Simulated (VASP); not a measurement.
Data:

```
TiS2
1.0
    1.70500    -2.95315     0.00000
    1.70500     2.95315     0.00000
    0.00000     0.00000     5.70000
Ti S
1 2
Direct
  0.00000   0.00000   0.00000
  0.33333   0.66667   0.25000
  0.66667   0.33333   0.75000
```

Method: PBE GGA, VASP's PBE PAW potentials (set 64) (plane waves; VASP). Run with 400 eV cut-off, 9×9×5 Γ-centred mesh, first-order Methfessel-Paxton smearing of 0.10 eV, potentials Ti_sv S.

Task: What does the run give for the energy per atom (σ→0), band gap (on the k-mesh) with the smallest direct gap where there is one?

Result: 
```
Property                                                     Value
------------------------  ----------------------------------------
band gap (on the k-mesh)  none (metal, semimetal or under 0.01 eV)
energy per atom (σ→0)                           -640.7 kJ/mol-atom
```

The compound is TiS2 in the 1T layered structure. The cell was not relaxed at this level.
